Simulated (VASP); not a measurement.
Output of a VASP run:

**OSZICAR**
```
       N       E                     dE             d eps       ncg     rms          rms(c)
DAV:   1     0.111899471641E+03    0.11190E+03   -0.92552E+03   416   0.141E+03
DAV:   2    -0.305294525650E+00   -0.11220E+03   -0.10740E+03   461   0.289E+02
DAV:   3    -0.499199364167E+01   -0.46867E+01   -0.46731E+01   501   0.612E+01
DAV:   4    -0.504232827763E+01   -0.50335E-01   -0.50326E-01   576   0.564E+00
DAV:   5    -0.504254870177E+01   -0.22042E-03   -0.22042E-03   496   0.324E-01    0.514E+00
DAV:   6    -0.482007536371E+01    0.22247E+00   -0.47023E-01   466   0.867E+00    0.423E+00
DAV:   7    -0.480508719979E+01    0.14988E-01   -0.11663E-01   476   0.248E+00    0.168E+00
DAV:   8    -0.480595813350E+01   -0.87093E-03   -0.10022E-02   426   0.138E+00    0.482E-01
DAV:   9    -0.480631571696E+01   -0.35758E-03   -0.99863E-04   466   0.360E-01    0.105E-01
DAV:  10    -0.480638711391E+01   -0.71397E-04   -0.12872E-04   446   0.119E-01    0.520E-02
DAV:  11    -0.480643319855E+01   -0.46085E-04   -0.88967E-05   439   0.655E-02    0.353E-02
DAV:  12    -0.480643202000E+01    0.11786E-05   -0.34894E-06   491   0.165E-02    0.200E-02
DAV:  13    -0.480643187502E+01    0.14498E-06   -0.60646E-07   308   0.444E-03
   1 F= -.48064319E+01 E0= -.48064319E+01  d E =-.145719E-11
```

### OUTCAR
```
------------------------ aborting loop because EDIFF is reached ----------------------------------------
  FORCE on cell =-STRESS in cart. coord.  units (eV):
  Direction    XX          YY          ZZ          XY          YZ          ZX
  --------------------------------------------------------------------------------------
  Total        0.1050111      0.1050111      0.1050111      0.0000000      0.0000000     -0.0000000
  in kB        2.3306673      2.3306673      2.3306673      0.0000000      0.0000000     -0.0000000
  external PRESSURE =       2.3306673 kB  Pullay stress =       0.0000000 kB
  volume of cell :       72.19
      direct lattice vectors                 reciprocal lattice vectors
     0.000000000  3.304800000  3.304800000    -0.151295086  0.151295086  0.151295086
     3.304800000  0.000000000  3.304800000     0.151295086 -0.151295086  0.151295086
     3.304800000  3.304800000  0.000000000     0.151295086  0.151295086 -0.151295086
  FREE ENERGIE OF THE ION-ELECTRON SYSTEM (eV)
  ---------------------------------------------------
  free  energy   TOTEN  =        -4.8064318750 eV

  energy  without entropy=       -4.8064318750  energy(sigma->0) =       -4.80643188
```
(Selected blocks of OUTCAR.)

### POSCAR
```
CdTe
1
    0.0000000000     3.3048000000     3.3048000000
    3.3048000000     0.0000000000     3.3048000000
    3.3048000000     3.3048000000     0.0000000000
Cd Te
1 1
Direct
  0.0000000000   0.0000000000   0.0000000000
  0.2500000000   0.2500000000   0.2500000000
```

Task: Reconstruct the remaining input files.

Result: Several could match; the one computed here: the input of the run itself, PBE GGA, plane waves, VASP's PBE PAW potentials (set 64).

File KPOINTS:
```
K-points
0
Gamma
  6 6 6
0 0 0
```

**INCAR**
```
LASPH = T
LWAVE = F
LREAL = F   # projection in real space or not
ISMEAR = 0
ENCUT = 650
EDIFF = 1E-6   # SCF stop (eV)
SIGMA = 0.05   # width (eV)
NELM = 100   # most electronic steps
SYSTEM = CdTe
ISIF = 2
GGA = PE
LCHARG = F
ALGO = Normal   # blocked Davidson
PREC = Accurate
LMAXMIX = 4   # l cut-off of mixed one-centre charges
```

POTCAR, in this order: Cd Te (PBE.64 set). Program: vasp_std.

The compound is CdTe in the zinc blende structure. The cell was not relaxed at this level. The run is one of a series of settings (ENCUT = 650 against the base run), some of them coarse on purpose.
